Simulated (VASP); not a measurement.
The system is MoI.

```
Mo I
1.0
     0.00000    3.17885    3.17885
     3.17885    0.00000    3.17885
     3.17885    3.17885    0.00000
Mo I
1 1
Cartesian
  0.0000 0.0000 0.0000
  4.7683 4.7683 4.7683
```

The cell was built by a generator and needn't be a form met in nature.

```yaml
Program: VASP 6.6.1
Task: relaxation of cell and atoms
Functional: PBE
Potentials_or_basis: VASP PAW PBE potentials, release 64 (Mo_sv, I)
Cutoff: 600 eV
k_mesh: 7 × 7 × 7
Occupations: fermi-dirac, width 0.05 eV
Spin: no spin polarisation
Hubbard_terms: Mo d U = 8 eV
```

At the start: pressure 4.0 GPa; volume 32.12 Å³/atom.

Q: Where does the relaxation end?

A: Over 3 steps the energy falls by 35.2 meV/atom and the volume is 35.28 Å³/atom (+9.8 %); space group F-43m (No. 216, to 0.05 Å).

The path:
```tsv
step	energy change (eV)	largest force (eV/Å)	pressure (GPa)	volume (Å³)
1	0.0000	0.0000	3.98	64.25
2	-0.0681	0.0000	-0.56	71.96
3	-0.0704	0.0000	0.04	70.57
```

Final structure:
```
CELL_PARAMETERS angstrom
0.00000 3.27989 3.27989
3.27989 0.00000 3.27989
3.27989 3.27989 0.00000
ATOMIC_POSITIONS crystal
Mo 0.00000 0.00000 0.00000
I 0.75000 0.75000 0.75000
```

Caveat: an odd number of electrons without spin polarisation forces a metal; a magnetic or distorted state may lie lower; U without spin polarisation on a metal has little footing.
